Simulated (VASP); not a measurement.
Output of a VASP run:

File OSZICAR:
```
       N       E                     dE             d eps       ncg     rms          rms(c)
DAV:   1     0.100461780120E+03    0.10046E+03   -0.72836E+03   641   0.128E+03
DAV:   2     0.190110298314E+01   -0.98561E+02   -0.92156E+02   717   0.300E+02
DAV:   3    -0.678013398021E+01   -0.86812E+01   -0.86224E+01   761   0.845E+01
DAV:   4    -0.696672912417E+01   -0.18660E+00   -0.18644E+00   719   0.139E+01
DAV:   5    -0.697117205053E+01   -0.44429E-02   -0.44427E-02   827   0.209E+00    0.215E+00
DAV:   6    -0.677978732405E+01    0.19138E+00   -0.38480E-01   731   0.418E+00    0.162E+00
DAV:   7    -0.676811967177E+01    0.11668E-01   -0.91798E-02   766   0.206E+00    0.108E+00
DAV:   8    -0.677377897988E+01   -0.56593E-02   -0.96239E-03   674   0.106E+00    0.249E-01
DAV:   9    -0.677371840172E+01    0.60578E-04   -0.19751E-04   788   0.139E-01    0.133E-01
DAV:  10    -0.677386097293E+01   -0.14257E-03   -0.31220E-04   677   0.163E-01    0.498E-02
DAV:  11    -0.677385310631E+01    0.78666E-05   -0.19696E-05   755   0.458E-02    0.891E-03
DAV:  12    -0.677385352588E+01   -0.41957E-06   -0.15613E-06   683   0.140E-02    0.132E-03
DAV:  13    -0.677385394993E+01   -0.42405E-06   -0.25269E-07   689   0.390E-03    0.246E-03
DAV:  14    -0.677385378405E+01    0.16588E-06   -0.40105E-08   385   0.128E-03    0.345E-04
DAV:  15    -0.677385378586E+01   -0.18074E-08   -0.20899E-09   355   0.559E-04
   1 F= -.72045003E+01 E0= -.72045003E+01  d E =-.425976E-16
```

File OUTCAR:
```
------------------------ aborting loop because EDIFF is reached ----------------------------------------
 Edisp (eV)   -0.43065
  FORCE on cell =-STRESS in cart. coord.  units (eV):
  Direction    XX          YY          ZZ          XY          YZ          ZX
  --------------------------------------------------------------------------------------
  Total      -0.22066    -0.22066    -0.22066    -0.00000     0.00000     0.00000
  in kB      -7.91164    -7.91164    -7.91164    -0.00000     0.00000     0.00000
  external pressure =       -7.91 kB  Pullay stress =        0.00 kB
  volume of cell :       44.69
      direct lattice vectors                 reciprocal lattice vectors
     0.000000000  2.816505430  2.816505430    -0.177524955  0.177524955  0.177524955
     2.816505430  0.000000000  2.816505430     0.177524955 -0.177524955  0.177524955
     2.816505430  2.816505430  0.000000000     0.177524955  0.177524955 -0.177524955
  FREE ENERGIE OF THE ION-ELECTRON SYSTEM (eV)
  ---------------------------------------------------
  free  energy   TOTEN  =        -7.2045003423 eV

  energy  without entropy=       -7.2045003423  energy(sigma->0) =       -7.20450034
```
(Selected blocks of OUTCAR.)

File POSCAR:
```
NaCl
1
    0.0000000000     2.8165054300     2.8165054300
    2.8165054300     0.0000000000     2.8165054300
    2.8165054300     2.8165054300     0.0000000000
Na Cl
1 1
Direct
  0.0000000000   0.0000000000   0.0000000000
  0.5000000000   0.5000000000   0.5000000000
```

Question: Write an INCAR and KPOINTS that could have produced this output.

Answer: Several could match; the one computed here: the input of the run itself, PBE GGA with D3 dispersion (Becke-Johnson damping), plane waves, VASP's PBE PAW potentials (set 64).

INCAR:
```
! general
SYSTEM = NaCl
PREC   = Accurate
ENCUT  = 520
LREAL  = .FALSE.
LASPH  = .TRUE.

! electronic loop
EDIFF  = 1E-7
NELM   = 100
ALGO   = Normal

! smearing
ISMEAR = 0
SIGMA  = 0.05

! functional
GGA    = PE
IVDW   = 12

! ions
ISIF   = 2

! output
LWAVE  = .FALSE.
LCHARG = .FALSE.
```

### KPOINTS
```
K-points
0
Gamma
8 8 8
0 0 0
```

POTCAR, in this order: Na_pv Cl (PBE.64 set). Program: vasp_std.

The compound is NaCl in the rock salt structure. This cell is one point of a volume scan, at 1.03 of the reference volume.
